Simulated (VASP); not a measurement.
# ZrSeBr: structure and properties in VASP, part 3 of 6

What structure does ZrSeBr take at this level, and what are its properties? The cell is invented: other elements were put on sites of a known structure type. It may not be a known or stable phase.

VASP 6.6.1; BLYP; plane waves and PAW (Zr_sv, Se, Br); invented cell.

Still holding for the runs below: This run has no spin polarisation. Its electron count is odd, so without a moment it is a metal by construction.

So far. Step 5 (Second relaxation): It ends with forces that vanish by symmetry and a pressure of 0.00 GPa. The volume moved by under 0.01 %: the run met its threshold at the first step. Step 6 (Single point with fields (BLYP)): In this run the pressure is 0.00 GPa, small enough to go on.

## Step 7: Bands along the symmetry lines (BLYP)

Levels along the symmetry lines show where the bands peak and cross; KPOINTS_OPT computes them in the converged potential.

The input, INCAR:

```
SYSTEM = ZrSeBr
PREC = Accurate
ENCUT = 400
EDIFF = 1E-06
NELM = 100
ISMEAR = 0
SIGMA = 0.05
LREAL = .FALSE.
ALGO = Normal
GGA = B5
ALDAX = 1
AGGAX = 1
AGGAC = 1
ALDAC = 0
NBANDS = 25
LORBIT = 11
LWAVE = .FALSE.
LCHARG = .FALSE.
```

The input, POSCAR:

```
ZrSeBr
1.0
    5.0760089739      0.0000000000      0.0000000000
   -2.5380044870      4.3959527212      0.0000000000
    0.0000000000      0.0000000000      3.2121108523
Zr Se Br
1 1 1
Direct
    0.0000000000      0.0000000000      0.5000000000
    0.3333333300      0.6666666700      0.0000000000
    0.6666666700      0.3333333300      0.0000000000
```

The input, KPOINTS:

```
Automatic mesh
0
Gamma
5 5 7
0 0 0
```

The input, KPOINTS_OPT:

```
Line mode
16
Line-mode
Reciprocal
  0.00000000   0.00000000   0.00000000 GAMMA
  0.50000000   0.00000000   0.00000000 M

  0.50000000   0.00000000   0.00000000 M
  0.33333333   0.33333333   0.00000000 K

  0.33333333   0.33333333   0.00000000 K
  0.00000000   0.00000000   0.00000000 GAMMA

  0.00000000   0.00000000   0.00000000 GAMMA
  0.00000000   0.00000000   0.50000000 A

  0.00000000   0.00000000   0.50000000 A
  0.50000000   0.00000000   0.50000000 L

  0.50000000   0.00000000   0.50000000 L
  0.33333333   0.33333333   0.50000000 H

  0.33333333   0.33333333   0.50000000 H
  0.00000000   0.00000000   0.50000000 A

  0.50000000   0.00000000   0.50000000 L
  0.50000000   0.00000000   0.00000000 M

  0.33333333   0.33333333   0.00000000 K
  0.33333333   0.33333333   0.50000000 H
```

Potentials, in the order of the species: Zr_sv, Se and Br (PBE family, release 64).

Command:

```bash
mpirun -np 1 vasp_std
```

Output:

```text
[... set-up lines as in an earlier step ...]
 entering main loop
       N       E                     dE             d eps       ncg     rms          rms(c)
DAV:   1     0.145111193818E+03    0.14511E+03   -0.10019E+04  1000   0.727E+02
DAV:   2    -0.332892333171E+01   -0.14844E+03   -0.14153E+03  1243   0.211E+02
DAV:   3    -0.135613221593E+02   -0.10232E+02   -0.10064E+02  1662   0.454E+01
DAV:   4    -0.137869957227E+02   -0.22567E+00   -0.22466E+00  1199   0.591E+00
DAV:   5    -0.137917242081E+02   -0.47285E-02   -0.47275E-02  1452   0.653E-01    0.102E+01
DAV:   6    -0.120937205958E+02    0.16980E+01   -0.11255E+01  1090   0.929E+00    0.613E+00
DAV:   7    -0.117631579147E+02    0.33056E+00   -0.22545E+00  1079   0.472E+00    0.353E+00
DAV:   8    -0.117811624892E+02   -0.18005E-01   -0.90195E-01  1158   0.266E+00    0.183E+00
DAV:   9    -0.117149031573E+02    0.66259E-01   -0.39099E-01  1079   0.181E+00    0.474E-01
DAV:  10    -0.117089680469E+02    0.59351E-02   -0.26519E-02  1203   0.548E-01    0.145E-01
DAV:  11    -0.117096903190E+02   -0.72227E-03   -0.29752E-03  1185   0.179E-01    0.158E-01
DAV:  12    -0.117091839105E+02    0.50641E-03   -0.37278E-03  1126   0.167E-01    0.597E-02
DAV:  13    -0.117091332250E+02    0.50685E-04   -0.15155E-04  1242   0.506E-02    0.175E-02
DAV:  14    -0.117091277934E+02    0.54316E-05   -0.49425E-05  1170   0.242E-02    0.925E-03
DAV:  15    -0.117091273205E+02    0.47297E-06   -0.41477E-06  1170   0.855E-03
   1 F= -.11709127E+02 E0= -.11706870E+02  d E =-.451528E-02
 Start KPOINTS_OPT (optional k-point list driver)
k-point batch [1-20\144]
       N       E                     dE             ncg
DAV:   1    -0.875634792607E+03   -0.61813E+04     1000
DAV:   2    -0.386961677303E+04   -0.29940E+04     1279
DAV:   3    -0.407553753220E+04   -0.20592E+03     1623
DAV:   4    -0.408048115196E+04   -0.49436E+01     1239
DAV:   5    -0.408058291272E+04   -0.10176E+00     1455
DAV:   6    -0.408058553700E+04   -0.26243E-02     1320
DAV:   7    -0.408058561340E+04   -0.76403E-04     1375
DAV:   8    -0.408058561654E+04   -0.31347E-05      984
DAV:   9    -0.408058561666E+04   -0.12412E-06      918
[...]
k-point batch [141-144\144]
       N       E                     dE             ncg
DAV:   1     0.854728595090E+04   -0.34323E+04      200
DAV:   2     0.800832838368E+04   -0.53896E+03      236
DAV:   3     0.796614951531E+04   -0.42179E+02      365
DAV:   4     0.796494722714E+04   -0.12023E+01      244
DAV:   5     0.796493526403E+04   -0.11963E-01      264
DAV:   6     0.796493514312E+04   -0.12091E-03      247
DAV:   7     0.796493514053E+04   -0.25864E-05      264
DAV:   8     0.796493514048E+04   -0.55074E-07      183
```

The job ended after 60 s (1 MPI rank of Intel Xeon 6975P-C (Granite Rapids), shared host; peak memory 0.2 GiB).

Parts of OUTCAR (step 7):

```text
   k-points           NKPTS =     20   k-points in BZ     NKDIM =     20   number of bands    NBANDS=     25

   NELECT =      25.0000    total number of electrons

 E-fermi :   6.9896

 k-point     1 :       0.0000    0.0000    0.0000
  band No.  band energies     occupation
    ...
      8       0.9432      2.00000
      9       4.3643      2.00000
     10       4.3643      2.00000
     11       4.6109      2.00000
     12       4.8259      2.00000
     13       7.7084      0.00000
     14       7.8956      0.00000
     15       8.3779      0.00000
     16       8.3779      0.00000
     17       8.5006      0.00000
    ...

  Total        0.0025032      0.0025032     -0.0024778     -0.0000000     -0.0000000     -0.0000000
  in kB        0.0559545      0.0559545     -0.0553863     -0.0000000     -0.0000000     -0.0000000
  external PRESSURE =       0.0188409 kB  Pullay stress =       0.0000000 kB

 POSITION                                       TOTAL-FORCE (eV/Angst)
 -----------------------------------------------------------------------------------
      0.00000      0.00000      1.60606         0.000000     -0.000000      0.000000
     -0.00000      2.93064      0.00000         0.000000     -0.000000      0.000000
      2.53800      1.46532      0.00000        -0.000000      0.000000      0.000000
 -----------------------------------------------------------------------------------
    total drift:                               -0.000007      0.000004     -0.000000

  FREE ENERGIE OF THE ION-ELECTRON SYSTEM (eV)
  ---------------------------------------------------
  free  energy   TOTEN  =       -11.7091273205 eV

  energy  without entropy=      -11.7046120450  energy(sigma->0) =      -11.70686968

[... 8 parts as in an earlier step ...]

[... 8 further parts left out ...]
```

Spin-orbit coupling is off here; it would split degenerate levels.

This step gave:

| Item | Value |
| --- | --- |
| bands | 25 |
| Fermi energy | 6.990 eV |
| pressure | 0.001884 GPa |

The electronic bands at the labelled points (eV, zero at the Fermi level; # counts the bands kept, so #1 is VASP's band 7):

```
          point     #3     #4     #5     #6     #7     #8    #9   #10
              Γ  -2.63  -2.63  -2.38  -2.16   0.72   0.91  1.39  1.39
0.47 of the way  -3.49  -2.38  -2.15  -1.73   0.42   1.05  1.48  1.56
              M  -2.33  -2.12  -2.08  -1.72   0.07   0.12  1.45  1.93
0.47 of the way  -2.91  -2.10  -1.91  -1.20  -0.05   0.15  1.36  1.62
              K  -3.22  -2.08  -2.02  -0.37  -0.17   0.24  0.38  1.81
0.53 of the way  -3.64  -2.16  -2.15  -1.71   0.32   1.06  1.37  1.55
              Γ  -2.63  -2.63  -2.38  -2.16   0.72   0.91  1.39  1.39
0.47 of the way  -4.75  -2.81  -2.81  -1.73  -0.67   0.72  0.72  1.53
              A  -4.88  -3.70  -3.05  -3.05  -0.39  -0.39  1.96  1.96
0.47 of the way  -4.86  -4.23  -2.05  -1.95  -0.12   0.29  0.46  1.60
              L  -4.79  -4.40  -1.87  -0.51   0.34   0.38  0.42  0.61
0.47 of the way  -4.78  -4.30  -2.40  -0.06   0.19   0.38  0.44  0.92
              H  -4.77  -4.00  -3.04  -0.08   0.38   0.45  0.71  0.78
0.53 of the way  -4.83  -4.34  -1.99  -1.55  -0.03   0.02  0.62  1.33
              A  -4.88  -3.70  -3.05  -3.05  -0.39  -0.39  1.96  1.96
      jump to L  -4.79  -4.40  -1.87  -0.51   0.34   0.38  0.42  0.61
0.47 of the way  -4.61  -3.10  -1.97  -1.44  -0.05   0.52  0.75  0.85
              M  -2.33  -2.12  -2.08  -1.72   0.07   0.12  1.45  1.93
      jump to K  -3.22  -2.08  -2.02  -0.37  -0.17   0.24  0.38  1.81
0.47 of the way  -4.20  -3.08  -2.62  -0.61  -0.10   0.38  0.48  1.29
              H  -4.77  -4.00  -3.04  -0.08   0.38   0.45  0.71  0.78
```

Of the projections kept (Zr, Se, Br), the largest for each band there; the rest of the weight can lie on other orbitals:

```
point       #3       #4       #5       #6       #7       #8       #9      #10
    Γ  Se 0.55  Se 0.55  Zr 0.97  Br 0.92  Se 0.86  Zr 0.76  Zr 0.87  Zr 0.87
    M  Br 0.49  Br 0.92  Zr 0.41  Zr 0.78  Se 0.75  Zr 0.94  Zr 0.99  Zr 0.62
    K  Se 0.84  Br 0.94  Zr 0.91  Br 0.48  Se 0.71  Zr 0.91  Zr 0.91  Zr 0.93
    Γ  Se 0.55  Se 0.55  Zr 0.97  Br 0.92  Se 0.86  Zr 0.76  Zr 0.87  Zr 0.87
    A  Br 0.80  Se 0.60  Zr 0.48  Zr 0.48  Zr 0.96  Zr 0.96  Zr 0.53  Zr 0.53
    L  Se 0.85  Br 0.72  Se 0.44  Br 0.48  Zr 0.99  Zr 0.95  Zr 0.64  Zr 0.62
```

There is no gap at this level.

## Step 8: Total and projected DOS (BLYP)

A density of states needs more k-points than a total energy; ISMEAR = -5 takes tetrahedra, and LORBIT projects the states on the PAW spheres. The mesh is finer than in the run before.

INCAR, as its differences from that of step 7:

```diff
@@ -5,3 +5,3 @@
 NELM = 100
-ISMEAR = 0
+ISMEAR = -5
 SIGMA = 0.05
@@ -18 +18,2 @@
 LCHARG = .FALSE.
+NEDOS = 2001
```

POSCAR is that of step 7.

The input, KPOINTS:

```
Automatic mesh
0
Gamma
8 8 10
0 0 0
```

Command:

```bash
mpirun -np 1 vasp_std
```

Output:

```text
[... set-up lines as in an earlier step ...]
 entering main loop
       N       E                     dE             d eps       ncg     rms          rms(c)
DAV:   1     0.145239492092E+03    0.14524E+03   -0.10116E+04  3024   0.731E+02
DAV:   2    -0.321884555924E+01   -0.14846E+03   -0.14200E+03  3655   0.210E+02
DAV:   3    -0.135662789843E+02   -0.10347E+02   -0.10153E+02  4975   0.454E+01
DAV:   4    -0.137861812787E+02   -0.21990E+00   -0.21962E+00  3697   0.596E+00
DAV:   5    -0.137908604001E+02   -0.46791E-02   -0.46764E-02  4300   0.660E-01    0.102E+01
DAV:   6    -0.120840670708E+02    0.17068E+01   -0.10831E+01  3255   0.930E+00    0.612E+00
DAV:   7    -0.117922657825E+02    0.29180E+00   -0.25845E+00  3205   0.482E+00    0.367E+00
DAV:   8    -0.118097917937E+02   -0.17526E-01   -0.12398E+00  3426   0.315E+00    0.195E+00
DAV:   9    -0.117155959013E+02    0.94196E-01   -0.40383E-01  3329   0.174E+00    0.333E-01
DAV:  10    -0.117172639450E+02   -0.16680E-02   -0.95106E-03  3784   0.402E-01    0.148E-01
DAV:  11    -0.117183981254E+02   -0.11342E-02   -0.13820E-03  3712   0.119E-01    0.133E-01
DAV:  12    -0.117169387290E+02    0.14594E-02   -0.26549E-03  3374   0.137E-01    0.314E-02
DAV:  13    -0.117170913647E+02   -0.15264E-03   -0.95919E-05  3617   0.367E-02    0.725E-03
DAV:  14    -0.117170879479E+02    0.34168E-05   -0.23588E-06  3757   0.836E-03    0.381E-03
DAV:  15    -0.117171039795E+02   -0.16032E-04   -0.10460E-06  2091   0.338E-03    0.182E-03
DAV:  16    -0.117171074294E+02   -0.34498E-05   -0.10265E-07  1740   0.147E-03    0.575E-04
DAV:  17    -0.117171062106E+02    0.12187E-05   -0.15509E-08  1681   0.558E-04    0.297E-04
DAV:  18    -0.117171059820E+02    0.22867E-06   -0.35452E-09  1626   0.285E-04
   1 F= -.11717106E+02 E0= -.11717106E+02  d E =0.000000E+00
 -----------------------------------------------------------------------------
|                                                                             |
|           W    W    AA    RRRRR   N    N  II  N    N   GGGG   !!!           |
|           W    W   A  A   R    R  NN   N  II  NN   N  G    G  !!!           |
|           W    W  A    A  R    R  N N  N  II  N N  N  G       !!!           |
|           W WW W  AAAAAA  RRRRR   N  N N  II  N  N N  G  GGG   !            |
|           WW  WW  A    A  R   R   N   NN  II  N   NN  G    G                |
|           W    W  A    A  R    R  N    N  II  N    N   GGGG   !!!           |
|                                                                             |
|     Tetrahedron method does not include variations of the Fermi             |
|     occupations, so forces and stress will be inaccurate. We suggest        |
|     using a different smearing scheme ISMEAR = 1 or 2 for metals in         |
|     relaxations.                                                            |
|                                                                             |
 -----------------------------------------------------------------------------
```

It took 48 s on 1 MPI rank; peak memory 0.22 GiB.

Parts of OUTCAR (step 8):

```text
   k-points           NKPTS =     60   k-points in BZ     NKDIM =     60   number of bands    NBANDS=     25

   NELECT =      25.0000    total number of electrons

 E-fermi :   6.9095

 k-point     1 :       0.0000    0.0000    0.0000
  band No.  band energies     occupation
    ...
      8       0.9329      2.00000
      9       4.3717      2.00000
     10       4.3717      2.00000
     11       4.6900      2.00000
     12       4.8068      2.00000
     13       7.7409      0.00000
     14       7.8859      0.00000
     15       8.3345      0.00000
     16       8.3345      0.00000
     17       8.5256      0.00000
    ...

  Total       -0.0109934     -0.0109934      0.5283369      0.0000000     -0.0000000      0.0000000
  in kB       -0.2457404     -0.2457404     11.8101547      0.0000000     -0.0000000      0.0000000
  external PRESSURE =       3.7728913 kB  Pullay stress =       0.0000000 kB

 POSITION                                       TOTAL-FORCE (eV/Angst)
 -----------------------------------------------------------------------------------
      0.00000      0.00000      1.60606         0.000000     -0.000000      0.000000
     -0.00000      2.93064      0.00000         0.000000      0.000000      0.000000
      2.53800      1.46532      0.00000        -0.000000      0.000000      0.000000
 -----------------------------------------------------------------------------------
    total drift:                               -0.000007      0.000004     -0.000000

  FREE ENERGIE OF THE ION-ELECTRON SYSTEM (eV)
  ---------------------------------------------------
  free  energy   TOTEN  =       -11.7171059820 eV

  energy  without entropy=      -11.7171059820  energy(sigma->0) =      -11.71710598

[... 6 parts as in an earlier step ...]

[... 10 further parts left out ...]
```

The DOS at the Fermi level is high for the number of transition-metal atoms. It is one value on this mesh and may be a narrow spike; if it stands, a magnetic instability is possible, which a run without spin can't show. With tetrahedra the forces and stress of a metal are not exact derivatives of the energy.

Numbers from this step:

* SCF cycles: 18
* irreducible k-points: 60
* free energy (TOTEN): -11.72 eV
* Fermi energy: 6.910 eV
* pressure: 0.3773 GPa
* DOS at the Fermi level: 2.559 states/eV/cell

The density of states has structure finer than the step of the table below, so its rows give means over 0.5 eV, whole bins alone (the curve runs from -12.0 to 4.87 eV). Peaks (eV: height): total 0.46: 6.60, 1.16: 5.50, 1.37: 6.50, 1.58: 6.73; Zr d -1.35: 0.877, 0.46: 3.93, 1.37: 3.93, 1.58: 4.07; Se p -2.75: 0.657, -1.98: 0.854, -0.51: 0.601, 1.44: 0.757; Br p -5.89: 1.29, -5.61: 1.17, -5.33: 1.14, -2.12: 0.750; Zr s -3.31: 0.0611, 0.46: 0.081, 1.16: 0.0866, 2.98: 0.352.

States under -12.0 eV and over 4.9 eV are left out. Table of density of states by energy, zero at the Fermi level; means over each step; values in states/eV/cell:

```
energy (eV)   total     Zr d    Se p    Br p     Zr s     Zr p
       -7.5       0        0       0       0        0        0
       -7.0  0.0875   2.2e-4  0.0113  0.0240  0.00372   2.2e-4
       -6.5   0.961  0.00792   0.114   0.299   0.0235  0.00452
       -6.0    2.73   0.0554   0.278   0.984   0.0234   0.0144
       -5.5    2.49   0.0698   0.262   0.909   0.0219   0.0110
       -5.0    2.08   0.0542   0.173   0.829   0.0168   0.0107
       -4.5    2.02   0.0792   0.295   0.648  0.00818   0.0118
       -4.0    1.21   0.0533   0.232   0.328  0.00681  0.00421
       -3.5    1.20   0.0739   0.279   0.219   0.0248  0.00426
       -3.0    1.83    0.152   0.449   0.297   0.0311   0.0109
       -2.5    2.65    0.279   0.542   0.634   0.0145   0.0160
       -2.0    2.90    0.439   0.668   0.518   0.0173   0.0148
       -1.5    2.06    0.657   0.352   0.242   0.0205  0.00641
       -1.0    1.07    0.261   0.229   0.176  0.00634  0.00316
       -0.5    1.79    0.550   0.396   0.178   0.0198   0.0101
        0.0    2.44     1.14   0.294   0.118   0.0293   0.0120
        0.5    4.97     2.98   0.222   0.206   0.0570   0.0204
        1.0    4.37     2.71   0.268   0.210   0.0459   0.0114
        1.5    5.67     3.43   0.608   0.349   0.0311   0.0120
        2.0    1.63    0.923   0.192  0.0860   0.0446  0.00568
        2.5   0.975    0.179   0.137  0.0461    0.161  0.00921
        3.0    1.67    0.202   0.250   0.127    0.309   0.0238
        3.5   0.876   0.0926  0.0928  0.0555    0.111   0.0414
        4.0   0.394   0.0266  0.0246  0.0150   0.0181   0.0319
        4.5   0.528   0.0347  0.0277  0.0176  0.00451   0.0448
```

The finer mesh and the other smearing move the Fermi level by -0.08 eV from the 5×5×7 run, one measure of the sampling error in the zero of the bands above. Of the states within 0.3 eV of the Fermi level, the largest shares in the PAW spheres are Zr d 47 % and Se p 12 %. The rest lies in smaller channels or between the spheres.

(Continued in part 4 of 6.)

[Lines on the potential files, build, host, timing and source positions are cut from VASP's logs without a mark.]

[Logs are printed without paths, hosts, clocks, repeated set-up lines and the standing remarks that a program may print on its own settings, such as how far it seeks lower states.]

[Hosts, paths, dates, database ids (printed as entryN), source tags and the programs' standing remarks are cut or masked in the printed files.]

[A measured line is paired with the nearest computed mode of its activity, which favours agreement.]
